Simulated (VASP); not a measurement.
## Sn: Sn into a neighbouring Sn vacancy

Wanted: the minimum-energy path in Sn for this move: Sn into a neighbouring Sn vacancy. The start is a computed cell from the Materials Project.

Program: VASP 6.6.1. Level of theory: PBEsol; plane waves and PAW (Sn). Results are calculated unless marked as measured.

**1. The host crystal**

It takes space group I4_1/amd (No. 141, tetragonal). Conventional cell: a = 5.880 Å, b = 5.880 Å, c = 3.199 Å, α = 90.00°, β = 90.00°, γ = 90.00°. Nearest to Sn lie 6 Sn at 3.05 to 3.20 Å.

As a file:

```xyz
2
Lattice="-2.9401 2.9401 1.5993 2.9401 -2.9401 1.5993 2.9401 2.9401 -1.5993" Properties=species:S:1:pos:R:3 pbc="T T T"
Sn    0.0000    0.0000    0.0000
Sn    0.0000    2.9401    0.7997
```

**2. Relax the host**

First cell and atoms are relaxed at a raised cutoff, so that later runs start from this functional's own cell.

File INCAR:

```
SYSTEM = Sn
PREC = Accurate
ENCUT = 350
EDIFF = 1E-06
NELM = 120
ISMEAR = 1
SIGMA = 0.15
LREAL = .FALSE.
ALGO = Normal
GGA = PS
NBANDS = 10
LORBIT = 11
LWAVE = .FALSE.
LCHARG = .FALSE.
KPAR = 5
LASPH = .TRUE.
IBRION = 2
NSW = 40
ISIF = 3
EDIFFG = -0.02
POTIM = 0.4
```

File POSCAR:

```
Sn
1.0
   -2.9401404553      2.9401404553      1.5993019889
    2.9401404553     -2.9401404553      1.5993019889
    2.9401404553      2.9401404553     -1.5993019889
Sn
2
Direct
    0.0000000000      0.0000000000      0.0000000000
    0.7500000000      0.2500000000      0.5000000000
```

File KPOINTS:

```
Automatic mesh
0
Gamma
12 12 12
0 0 0
```

PAW data sets: Sn (PBE family, release 64).

On the command line:

```
> mpirun -np 5 vasp_std
```

Output:

```text
[banner, memory and clock lines left out]
running    5 mpi-ranks, on    1 nodes
 distrk:  each k-point on    1 cores,    5 groups
 distr:  one band on    1 cores,    1 groups

 POSCAR found type information on POSCAR Sn
 POSCAR found :  1 types and       2 ions
|                                                                             |
|           W    W    AA    RRRRR   N    N  II  N    N   GGGG   !!!           |
|           W    W   A  A   R    R  NN   N  II  NN   N  G    G  !!!           |
|           W    W  A    A  R    R  N N  N  II  N N  N  G       !!!           |
|           W WW W  AAAAAA  RRRRR   N  N N  II  N  N N  G  GGG   !            |
|           WW  WW  A    A  R   R   N   NN  II  N   NN  G    G                |
|           W    W  A    A  R    R  N    N  II  N    N   GGGG   !!!           |
|                                                                             |
|     For optimal performance we recommend to set                             |
|       NCORE = 2 up to number-of-cores-per-socket                            |
|     NCORE specifies how many cores store one orbital (NPAR=cpu/NCORE).      |
|     This setting can greatly improve the performance of VASP for DFT.       |
|     The default, NCORE=1 might be grossly inefficient on modern             |
|     multi-core architectures or massively parallel machines. Do your        |
|     Unfortunately you need to use the default for GW and RPA                |
|     calculations (for HF NCORE is supported but not extensively tested      |
|     yet).                                                                   |
|                                                                             |

|                                                                             |
|               ----> ADVICE to this user running VASP <----                  |
|                                                                             |
|     You enforced a specific xc type in the INCAR file but a different       |
|     [... a line on the potential file left out ...]
|     I HOPE YOU KNOW WHAT YOU ARE DOING!                                     |
|                                                                             |

 LDA part: xc-table for (Slater+PW92), standard interpolation
 POSCAR, INCAR and KPOINTS ok, starting setup
 FFT: planning ... GRIDC
 FFT: planning ... GRID_SOFT
 FFT: planning ... GRID
 WAVECAR not read
 entering main loop
       N       E                     dE             d eps       ncg     rms          rms(c)
DAV:   1     0.780570582876E+01    0.78057E+01   -0.23071E+03  3260   0.430E+02
DAV:   2    -0.809302645934E+01   -0.15899E+02   -0.15344E+02  4752   0.642E+01
DAV:   3    -0.853311158163E+01   -0.44009E+00   -0.43703E+00  4156   0.106E+01
DAV:   4    -0.853471037405E+01   -0.15988E-02   -0.15983E-02  4088   0.737E-01
DAV:   5    -0.853471461721E+01   -0.42432E-05   -0.42436E-05  3910   0.363E-02    0.249E+00
DAV:   6    -0.850299830990E+01    0.31716E-01   -0.51094E-03  3700   0.443E-01    0.146E+00
DAV:   7    -0.848266233357E+01    0.20336E-01   -0.13810E-02  3584   0.720E-01    0.795E-02
DAV:   8    -0.848278208762E+01   -0.11975E-03   -0.23473E-04  4120   0.930E-02    0.125E-02
DAV:   9    -0.848278428447E+01   -0.21969E-05   -0.55491E-06  3746   0.150E-02    0.343E-03
DAV:  10    -0.848278371412E+01    0.57035E-06   -0.76001E-07  2278   0.448E-03
   1 F= -.84827837E+01 E0= -.84825809E+01  d E =-.848278E+01
 curvature:   0.00 expect dE= 0.000E+00 dE for cont linesearch  0.000E+00
 trial: gam= 0.00000 g(F)=  0.121E-51 g(S)=  0.151E-01 ort = 0.000E+00 (trialstep = 0.100E+01)
 search vector abs. value=  0.151E-01
 bond charge predicted
       N       E                     dE             d eps       ncg     rms          rms(c)
DAV:   1    -0.849665095525E+01   -0.13867E-01   -0.25832E-01  3500   0.260E+00    0.338E-01
DAV:   2    -0.849227500683E+01    0.43759E-02   -0.24577E-03  3626   0.300E-01    0.190E-01
DAV:   3    -0.848992380980E+01    0.23512E-02   -0.40276E-03  3420   0.321E-01    0.332E-02
DAV:   4    -0.848994980695E+01   -0.25997E-04   -0.27881E-05  3746   0.344E-02    0.759E-03
DAV:   5    -0.848994954269E+01    0.26427E-06   -0.12689E-06  3572   0.558E-03
   2 F= -.84899495E+01 E0= -.84897684E+01  d E =-.716583E-02
 trial-energy change:   -0.007166  1 .order   -0.006965   -0.015066    0.001136
 step:   0.9344(harm=  0.9299)  dis= 0.00000  next Energy=    -8.489987 (dE=-0.720E-02)
 bond charge predicted
       N       E                     dE             d eps       ncg     rms          rms(c)
DAV:   1    -0.849001613715E+01   -0.66330E-04   -0.10909E-03  3556   0.168E-01    0.222E-02
DAV:   2    -0.848999624891E+01    0.19888E-04   -0.10733E-05  3628   0.199E-02    0.125E-02
DAV:   3    -0.848998470180E+01    0.11547E-04   -0.17195E-05  3432   0.210E-02    0.214E-03
DAV:   4    -0.848998483539E+01   -0.13359E-06   -0.10848E-07  1886   0.222E-03
   3 F= -.84899848E+01 E0= -.84898011E+01  d E =-.720112E-02
 curvature:  -0.46 expect dE=-0.204E-04 dE for cont linesearch -0.161E-07
 trial: gam= 0.00444 g(F)=  0.160E-49 g(S)=  0.440E-04 ort =-0.229E-04 (trialstep = 0.987E+00)
 search vector abs. value=  0.441E-04
 reached required accuracy - stopping structural energy minimisation
```

Wall time 10 s (5 MPI ranks of Intel Xeon 6975P-C (Granite Rapids), shared host); peak memory 0.94 GiB.

The logs omit lines about the potential files and the build; timing stands in the text.

OUTCAR, selected parts (step 2):

```text
ion  position               nearest neighbor table
   1  0.000  0.000  0.000-   2 3.05   2 3.05   2 3.05   2 3.05
   2  0.750  0.250  0.500-   1 3.05   1 3.05   1 3.05   1 3.05

  LATTYP: Found a body centered tetragonal cell.
 ALAT       =     5.8802809106
 C/A-ratio  =     0.5439542815

 Subroutine GETGRP returns: Found 16 space group operations
 (whereof  8 operations were pure point group operations)

The static configuration has the point symmetry D_2d.
 The point group associated with its full space group is D_4h.

 Found    163 irreducible k-points:

   k-points           NKPTS =    163   k-points in BZ     NKDIM =    163   number of bands    NBANDS=     10

   dimension x,y,z NGX =    28 NGY =   28 NGZ =   28
   dimension x,y,z NGXF=    56 NGYF=   56 NGZF=   56

   ENCUT  =  350.0 eV  25.72 Ry    5.07 a.u.   6.80  6.80  6.80*2*pi/ulx,y,z

   NELECT =       8.0000    total number of electrons

 k-points in reciprocal lattice and weights: Automatic mesh
   0.00000000  0.00000000  0.00000000       0.001
   0.08333333 -0.00000000  0.00000000       0.005
   0.16666667 -0.00000000  0.00000000       0.005
   0.25000000 -0.00000000  0.00000000       0.005
   0.33333333 -0.00000000  0.00000000       0.005
   0.41666667  0.00000000 -0.00000000       0.005
   0.50000000 -0.00000000  0.00000000       0.002
   0.08333333  0.08333333  0.00000000       0.005
   0.16666667  0.08333333  0.00000000       0.009
[...]
-0.41666667 -0.41666667  0.41666667       0.001
   0.50000000  0.50000000  0.50000000       0.001

 average (electrostatic) potential at core
       1 -43.7583       2 -43.7583

 E-fermi :   5.1957

 k-point     1 :       0.0000    0.0000    0.0000
  band No.  band energies     occupation
      1      -6.0123      2.00000
      2       1.5767      2.00000
      3       3.1908      2.00000
      4       3.1908      2.00000
      5       8.1204     -0.00000
      6      11.4668      0.00000
      7      11.4668      0.00000
      8      12.1470      0.00000
      9      12.2482      0.00000
    ...

 k-point     2 :       0.0833   -0.0000    0.0000
  band No.  band energies     occupation
      1      -5.8728      2.00000
      2       1.3710      2.00000
      3       3.2009      2.00000
      4       3.6626      2.00000
      5       8.3561      0.00000
      6      10.6762      0.00000
      7      11.0581      0.00000
      8      11.3058      0.00000
      9      11.4584      0.00000
    ...

 k-point     3 :       0.1667   -0.0000    0.0000
  band No.  band energies     occupation
      1      -5.4548      2.00000
      2       1.1009      2.00000
      3       3.2545      2.00000
      4       4.7052      2.00004
      5       8.4495      0.00000
      6       9.0157      0.00000
      7       9.1498      0.00000
      8      10.3531      0.00000
      9      11.1003      0.00000
    ...

  Total        0.0205631      0.0205631     -0.0378763      0.0000000      0.0000000      0.0000000
  in kB        0.6125092      0.6125092     -1.1282147      0.0000000      0.0000000      0.0000000
  external PRESSURE =       0.0322679 kB  Pullay stress =       0.0000000 kB

  energy-cutoff  :      350.00
  volume of cell :       53.79
      direct lattice vectors                 reciprocal lattice vectors
    -2.913310095  2.913310095  1.584357956     0.000000000  0.171626083  0.315585249
     2.913310095 -2.913310095  1.584357956     0.171626083  0.000000000  0.315585249
     2.913310095  2.913310095 -1.584357956     0.171626083  0.171626083  0.000000000

 POSITION                                       TOTAL-FORCE (eV/Angst)
 -----------------------------------------------------------------------------------
     -0.00000      0.00000      0.00000         0.000000      0.000000      0.000000
      0.00000      2.91331      0.79218        -0.000000     -0.000000     -0.000000
 -----------------------------------------------------------------------------------
    total drift:                               -0.000000     -0.000000     -0.000000

  FREE ENERGIE OF THE ION-ELECTRON SYSTEM (eV)
  ---------------------------------------------------
  free  energy   TOTEN  =        -8.4899848354 eV

  energy  without entropy=       -8.4894336534  energy(sigma->0) =       -8.48980111

 reached required accuracy - stopping structural energy minimisation

 total charge
# of ion       s       p       d       tot
------------------------------------------
    1        1.468   1.477   0.111   3.057
    2        1.468   1.477   0.111   3.057
--------------------------------------------------
tot          2.936   2.955   0.223   6.114

[... 3 further parts left out ...]
```

CONTCAR:

```
Sn
   1.00000000000000
    -2.9133100951636091    2.9133100951636091    1.5843579562932510
     2.9133100951636091   -2.9133100951636091    1.5843579562932510
     2.9133100951636091    2.9133100951636091   -1.5843579562932510
  Sn
     2
Direct
     0.0000000000000000    0.0000000000000000    0.0000000000000000
     0.7500000000000000    0.2500000000000000    0.5000000000000000
```

The PAW data sets were made with PBE, which is usual practice but a small mismatch for other functionals. The data set Sn keeps the semicore shell frozen, which is cheaper and a little less accurate. The run keeps the 16 symmetry operations of its start, so it cannot find a distortion of lower symmetry.

The steps of the relaxation:

```csv
step,energy less that of the first step (eV),largest force (eV/Å),pressure (GPa),volume (Å³)
1,0.0000,0.0000,-1.48,55.30
2,-0.0072,0.0000,0.12,53.68
3,-0.0072,0.0000,0.00,53.79
```

```
conventional cell, symmetrised  before  after  change
                         a (Å)   5.880  5.827  -0.9 %
                         b (Å)   5.880  5.827  -0.9 %
                         c (Å)   3.199  3.169  -0.9 %
              volume (Å³/atom)   27.65  26.89  -2.7 %
```

The relaxed structure:

```
Sn
1.0
    -2.91331    2.91331    1.58436
     2.91331   -2.91331    1.58436
     2.91331    2.91331   -1.58436
Sn
2
Direct
  0.00000 0.00000 0.00000
  0.75000 0.25000 0.50000
```

Numbers from this step:

| Quantity | Value |
| --- | --- |
| electronic cycles | 19 |
| electrons | 8 |
| free energy (TOTEN) | -8.490 eV |
| energy at zero smearing | -8.490 eV |
| Fermi energy | 5.196 eV |
| metallic | yes |

The run ended after 3 ionic steps, 0.007 eV below its first step, once forces and stress met EDIFFG = -0.02.

(Continued in part 2 of 5.)

[Lines on the potential files, build, host, timing and source positions are cut from VASP's logs without a mark.]

[Logs are printed without paths, hosts, clocks, repeated set-up lines and the standing remarks that a program may print on its own settings, such as how far it seeks lower states.]

[Hosts, paths, dates, database ids (printed as entryN), source tags and the programs' standing remarks are cut or masked in the printed files.]

[Runs that stopped without an error message from VASP are left out.]
